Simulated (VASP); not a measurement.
```
Al2Pt
1.0
    0.00000     2.90130     2.90130
    2.90130     0.00000     2.90130
    2.90130     2.90130     0.00000
Al Pt
2 1
Direct
  0.25000   0.25000   0.25000
  0.75000   0.75000   0.75000
  0.00000   0.00000   0.00000
```

The numbers are results of rev-vdW-DF2, VASP's PBE PAW potentials (set 64) (plane waves; VASP), not measurements. Run with 520 eV cut-off, 9×9×9 Γ-centred mesh, first-order Methfessel-Paxton smearing of 0.10 eV, potentials Al Pt.

**Question.** Give the stress tensor in GPa (positive for a compressed cell).

**Answer.** 
```
9.42  0.00  0.00
0.00  9.42  0.00
0.00  0.00  9.42
```
The pressure is its mean diagonal, 9.42 GPa.

The compound is PtAl2 in the fluorite structure. This cell is one point of a volume scan, at 0.94 of the reference volume.
